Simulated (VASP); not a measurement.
Data:

```xyz
3
Lattice="4.3398 0.0000 0.0000 -2.1699 3.7584 0.0000 0.0000 0.0000 2.6688" Properties=species:S:1:pos:R:3 pbc="T T T"
Ir     0.0000     0.0000     0.0000
Ir     0.0000     2.5056     1.3344
Ir     2.1699     1.2528     1.3344
```

Method: PBEsol GGA, VASP's PBE PAW potentials (set 64) (plane waves; VASP 6.6.1). Run with 400 eV cut-off, 9×9×13 Γ-centred mesh, tetrahedra with Blöchl corrections, potentials Ir.

The cores are frozen, which limits the accuracy of field gradients.

Q: Give the principal components of the electric field gradient (V/Å²) and the asymmetry η at each nucleus.

A: 
```
atom    Vxx    Vyy     Vzz     η
----  -----  -----  ------  ----
Ir1    56.1   56.1  -112.2  0.00
Ir2   -32.6  -32.6    65.2  0.00
Ir3   -32.6  -32.6    65.2  0.00
```

The structure was generated: Ir was put into the omega type (P6/mmm), which need not be its known phase. It was relaxed first.
